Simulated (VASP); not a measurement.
Consider the following.

```yaml
crystal:
  lattice:
    - [0.00000, 3.01695, 3.01695]
    - [3.01695, 0.00000, 3.01695]
    - [3.01695, 3.01695, 0.00000]
  atoms:
    - { symbol: Ag, position: [0.00000, 0.00000, 0.00000] }
    - { symbol: Br, position: [0.50000, 0.50000, 0.50000] }
```

These are vdW-DF2, VASP's PBE PAW potentials (set 64) (plane waves; VASP 6.6.1) values and carry that method's errors. Numerical set-up: 520 eV cut-off, 9×9×9 Γ-centred mesh, tetrahedra with Blöchl corrections, potentials Ag Br.

Task: What does the run give for the energy per atom (σ→0)?

Result: 
The energy per atom (σ→0) is -0.115 eV/atom.

The absolute energy has meaning only against runs of the same code, potentials and settings.

The compound is AgBr in the rock salt structure. It was relaxed first, which changed the volume by +14 %.
